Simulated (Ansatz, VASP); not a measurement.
# Ti3SiO8 (amorphous 25SiO2-75TiO2 (mol %)) in two plane-wave programs, part 2 of 2

Aim: how closely do two programs agree when they are given the same cell, functional and k mesh? The cell is taken from a series of runs on this material, whose earlier steps may have relaxed, scaled, displaced or heated it; both programs get it as it stands.

VASP 6.6.1 and Ansatz 0.2.0.

So far. Step 4 (Comparison): The forces differ by 26 meV/Å r.m.s., which is 3.4 % of the r.m.s. force of 0.754 eV/Å (both taken over all components). A gap on the mesh is an upper bound, since the band edges may lie between its points.

## Step 5: Ansatz: single point, PBE, pair 2

Level of this step: Ansatz beside VASP: Kohn-Sham DFT, plane waves, PBE (Ansatz).

A single point gives forces, pressure and levels at one fixed geometry, so differences don't come from the geometry; what else differs is listed under the comparison. The cell compared in this pair holds 1344.19 Å³, against 1259.36 Å³ for the pair before.

The cell is taken from a series of runs on this material, whose earlier steps may have relaxed, scaled, displaced or heated it; both programs get it as it stands.

Contents of input.yaml:

```yaml
crystal:
  lattice:
    - [10.87391, -0.28401, -0.24451]
    - [-0.28401, 11.38521, -0.08599]
    - [-0.24451, -0.08599, 10.87093]
  atoms:
    - { symbol: Si, position: [0.23189, 0.09864, 0.28315] }
    - { symbol: Si, position: [0.62261, 0.3692, 0.45596] }
    - { symbol: Si, position: [0.90065, 0.38746, 0.40677] }
    - { symbol: Si, position: [0.53976, 0.3925, 0.71035] }
    - { symbol: Si, position: [0.65984, 0.6486, 0.50397] }
    - { symbol: Si, position: [0.31519, 0.8639, 0.40978] }
    - { symbol: Si, position: [0.98487, 0.18633, 0.55949] }
    - { symbol: Si, position: [0.82427, 0.12041, 0.7619] }
    - { symbol: Ti, position: [0.95122, 0.61408, 0.61048] }
    - { symbol: Ti, position: [0.18286, 0.58322, 0.9126] }
    - { symbol: Ti, position: [0.42035, 0.00297, 0.0898] }
    - { symbol: Ti, position: [0.99069, 0.13033, 0.0262] }
    - { symbol: Ti, position: [0.06145, 0.41724, 0.15474] }
    - { symbol: Ti, position: [0.66818, 0.78466, 0.93267] }
    - { symbol: Ti, position: [0.8163, 0.8557, 0.64926] }
    - { symbol: Ti, position: [0.36623, 0.34643, 0.2615] }
    - { symbol: Ti, position: [0.61267, 0.95744, 0.39894] }
    - { symbol: Ti, position: [0.40897, 0.2464, 0.94661] }
    - { symbol: Ti, position: [0.47193, 0.55715, 0.08467] }
    - { symbol: Ti, position: [0.70696, 0.04716, 0.13929] }
    - { symbol: Ti, position: [0.69993, 0.37191, 0.10092] }
    - { symbol: Ti, position: [0.53623, 0.09431, 0.64423] }
    - { symbol: Ti, position: [0.79685, 0.51737, 0.85923] }
    - { symbol: Ti, position: [0.71567, 0.65015, 0.2179] }
    - { symbol: Ti, position: [0.50479, 0.78693, 0.71242] }
    - { symbol: Ti, position: [0.0261, 0.74498, 0.21396] }
    - { symbol: Ti, position: [0.25694, 0.58975, 0.31586] }
    - { symbol: Ti, position: [0.29056, 0.56005, 0.64629] }
    - { symbol: Ti, position: [0.233, 0.10166, 0.73214] }
    - { symbol: Ti, position: [0.16961, 0.87962, 0.95067] }
[... 60 atom lines left out ...]
    - { symbol: O, position: [0.28391, 0.54663, 0.46833] }
    - { symbol: O, position: [0.20823, 0.42397, 0.2464] }
    - { symbol: O, position: [0.51295, 0.75084, 0.87877] }
    - { symbol: O, position: [0.40969, 0.53613, 0.2372] }
    - { symbol: O, position: [0.08763, 0.01905, 0.97091] }
    - { symbol: O, position: [0.37278, 0.12978, 0.65486] }
kpoints:
  mp_grid: { grid: [1, 1, 1] }
hamiltonian:
  xc: pbe
scf:
  occupations: { method: fermi_dirac, width: 0.025 }
output:
  forces: true
  stress: true
  populations: true
  dos:
    method: { smearing: { sigma: 0.08 } }
    de: 0.05
    projected: { site_lists: { O: [O], Si: [Si], Ti: [Ti] } }
  eigenvalues: true
  write_density: true
  write_potential: true
  volumetric_format: npy
```

Command:

```console
ansatz run input.yaml --threads 4 --pin off --max-ram 8192MiB --backend cpu --events-out ev --progress --plain --runs-dir out
```

Numbers of over 12 decimals in the logs are rounded to 6 here.

The program printed:

```text
[...]
Crystal: 96 atoms, lattice volume = 1344.190 Å³
Basis set: ecut = 420 eV, 26227 PW (Γ), exchange–correlation on 150×160×150 points (8 copies of the dense FFT grid, shifted against one another)
Bands: 448, of which v1, the nominal top of the filled ones, is band 352 counted from 1 (351 counted from 0)
Symmetry: 1 space group operations
[...]
k-points: 1
[...]
--- Löwdin populations: 96 sites ---
  site symbol       q [e]
     0     Si      2.2912
     1     Si      2.2525
     2     Si      2.2815
     3     Si      2.2952
     4     Si      2.2949
     5     Si      2.3015
     6     Si      2.2591
     7     Si      2.2913
[...]
92      O      6.5527
    93      O      6.6745
    94      O      6.6212
    95      O      6.5748
  spilling = 0.005384 (of n_electrons = 704.000000)
[key lines of the parts left out:]
SCF converged after 12 iterations
Free energy (F): -101513.463603 eV
Fermi energy:    5.391994 eV
P = ⅓ Tr σ = -0.0116 GPa (-0.116 kbar)
```

## Step 6: VASP: single point, PBE, pair 2

The same cell, functional, mesh and smearing now go to VASP, with its own data sets.

Contents of INCAR:

```
SYSTEM = Ti3SiO8
PREC = Accurate
ENCUT = 600
EDIFF = 1E-06
NELM = 120
ISMEAR = -1
SIGMA = 0.025
LREAL = Auto
ALGO = Normal
GGA = PE
NBANDS = 424
LASPH = .TRUE.
LORBIT = 11
LWAVE = .FALSE.
LCHARG = .FALSE.
ISIF = 2
GGA_COMPAT = .FALSE.
EFERMI = MIDGAP
NCORE = 2
```

Contents of POSCAR:

```
Ti3SiO8
1.0
   10.8739100000     -0.2840100000     -0.2445100000
   -0.2840100000     11.3852100000     -0.0859900000
   -0.2445100000     -0.0859900000     10.8709300000
Si Ti O
8 24 64
Direct
    0.2318900000      0.0986400000      0.2831500000
    0.6226100000      0.3692000000      0.4559600000
    0.9006500000      0.3874600000      0.4067700000
    0.5397600000      0.3925000000      0.7103500000
    0.6598400000      0.6486000000      0.5039700000
    0.3151900000      0.8639000000      0.4097800000
    0.9848700000      0.1863300000      0.5594900000
    0.8242700000      0.1204100000      0.7619000000
    0.9512200000      0.6140800000      0.6104800000
    0.1828600000      0.5832200000      0.9126000000
    0.4203500000      0.0029700000      0.0898000000
    0.9906900000      0.1303300000      0.0262000000
    0.0614500000      0.4172400000      0.1547400000
    0.6681800000      0.7846600000      0.9326700000
    0.8163000000      0.8557000000      0.6492600000
    0.3662300000      0.3464300000      0.2615000000
    0.6126700000      0.9574400000      0.3989400000
    0.4089700000      0.2464000000      0.9466100000
    0.4719300000      0.5571500000      0.0846700000
    0.7069600000      0.0471600000      0.1392900000
    0.6999300000      0.3719100000      0.1009200000
    0.5362300000      0.0943100000      0.6442300000
    0.7968500000      0.5173700000      0.8592300000
    0.7156700000      0.6501500000      0.2179000000
    0.5047900000      0.7869300000      0.7124200000
    0.0261000000      0.7449800000      0.2139600000
    0.2569400000      0.5897500000      0.3158600000
    0.2905600000      0.5600500000      0.6462900000
    0.2330000000      0.1016600000      0.7321400000
    0.1696100000      0.8796200000      0.9506700000
[... 60 atom lines left out ...]
    0.2839100000      0.5466300000      0.4683300000
    0.2082300000      0.4239700000      0.2464000000
    0.5129500000      0.7508400000      0.8787700000
    0.4096900000      0.5361300000      0.2372000000
    0.0876300000      0.0190500000      0.9709100000
    0.3727800000      0.1297800000      0.6548600000
```

Contents of KPOINTS:

```
Automatic mesh
0
Gamma
1 1 1
0 0 0
```

Potentials, in the order of the species: Si, Ti_sv and O (PBE family, release 64).

Command:

```console
mpirun -np 8 vasp_gam
```

The program printed:

```text
[... set-up lines as in an earlier step ...]
 entering main loop
       N       E                     dE             d eps       ncg     rms          rms(c)
DAV:   1     0.135001570104E+05    0.13500E+05   -0.42201E+05   848   0.215E+03
DAV:   2     0.224645597132E+04   -0.11254E+05   -0.10728E+05   848   0.635E+02
DAV:   3    -0.708202629565E+03   -0.29547E+04   -0.27986E+04  1016   0.280E+02
DAV:   4    -0.102455210448E+04   -0.31635E+03   -0.31496E+03  1120   0.101E+02
[...]
DAV:  19    -0.826925111212E+03   -0.11572E-04   -0.22539E-05  1104   0.127E-02    0.769E-03
DAV:  20    -0.826925112281E+03   -0.10695E-05   -0.59044E-06   848   0.682E-03    0.413E-03
DAV:  21    -0.826925112234E+03    0.47105E-07   -0.24042E-06   576   0.408E-03
   1 F= -.82692511E+03 E0= -.82692511E+03  d E =0.000000E+00
```

Parts of OUTCAR (step 6):

```text
  FREE ENERGIE OF THE ION-ELECTRON SYSTEM (eV)
  ---------------------------------------------------
  free  energy   TOTEN  =      -826.9251122343 eV

  energy  without entropy=     -826.9251122343  energy(sigma->0) =     -826.92511223
```

The run ends at a pressure of 0.24 GPa, with forces up to 0.12 eV/Å.

## Step 7: Comparison

What differs besides the data sets and the points named for the pairs above, as far as they apply: the cutoff is 420 eV in Ansatz and 600 eV in VASP (PREC = Accurate, projectors in real space). Total energies have different zeros and are not compared.

The two programs side by side:

```tsv
quantity	Ansatz	VASP	difference
pressure (GPa)	-0.01	0.24	-0.25
gap on the k mesh (eV)	3.045	3.022	+0.024
```

Forces on 7 of the 96 atoms, those with the largest forces and the largest differences (eV/Å; atoms numbered as in POSCAR):

```tsv
atom	Ansatz x, y, z	VASP x, y, z
Ti14	0.005, -0.001, 0.007	0.071, 0.006, 0.086
Ti15	0.012, -0.002, -0.004	0.077, -0.065, 0.011
Ti16	0.004, 0.009, -0.012	0.021, 0.078, 0.047
Ti17	-0.002, 0.002, 0.001	0.027, -0.056, -0.090
Ti18	0.003, 0.007, 0.003	0.035, 0.081, 0.026
Ti27	0.007, 0.003, -0.004	0.019, 0.008, -0.090
O93	0.003, -0.003, 0.006	-0.100, -0.044, 0.046
```

The forces differ by 30 meV/Å r.m.s., where the r.m.s. force is 0.004 eV/Å in Ansatz and 0.030 eV/Å in VASP: the atoms lie near their places of rest in Ansatz, so a percentage would say little (all taken over all components). A gap on the mesh is an upper bound, since the band edges may lie between its points.

## Step 8: Results

```yaml
r_m_s_force_difference_single_point_pbe_pair_1: 3.4 % of the r.m.s. force
r_m_s_force_difference_single_point_pbe_pair_2: 30 meV/Å
```

In words: The r.m.s. force difference is 30 meV/Å (single point, PBE, pair 2), beyond the 12 meV/Å picked in this series as the mark of a large difference. What causes the difference of the single point, PBE, pair 1 pair stays open here. What causes the difference of the single point, PBE, pair 2 pair stays open here. Such differences can come from data sets, numerical settings and the points named under the comparisons, not from the functional's error against experiment.

[Lines on the potential files, build, host, timing and source positions are cut from VASP's logs without a mark.]

[Logs are printed without paths, hosts, clocks, repeated set-up lines and the standing remarks that a program may print on its own settings, such as how far it seeks lower states.]

[Hosts, paths, dates, database ids (printed as entryN), source tags and the programs' standing remarks are cut or masked in the printed files.]
